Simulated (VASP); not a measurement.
Input:

```yaml
crystal:
  lattice:
    - [3.51330, 0.00000, 0.00000]
    - [-1.75665, 3.04261, 0.00000]
    - [0.00000, 0.00000, 5.75128]
  atoms:
    - { symbol: Sn, position: [0.33333, 0.66667, 0.99974] }
    - { symbol: Sn, position: [0.66667, 0.33333, 0.49974] }
    - { symbol: C, position: [0.33333, 0.66667, 0.37526] }
    - { symbol: C, position: [0.66667, 0.33333, 0.87526] }
```

The numbers are results of PBEsol GGA, VASP's PBE PAW potentials (set 64) (plane waves; VASP 6.6.1), not measurements. Settings: 620 eV cut-off, 7×7×4 Γ-centred mesh, Gaussian smearing of 0.050 eV, potentials Sn_d C.

Task: Predict the energy per atom (σ→0), pressure.

Result: 
```yaml
energy per atom (σ→0): -6.171 eV/atom
pressure: 4.93 GPa
```

Only differences to runs with the same potentials and settings are physical.

The structure was generated: SnC was put into the wurtzite type (P6_3mc), which need not be its known phase. It was relaxed first under an external pressure of 5 GPa.
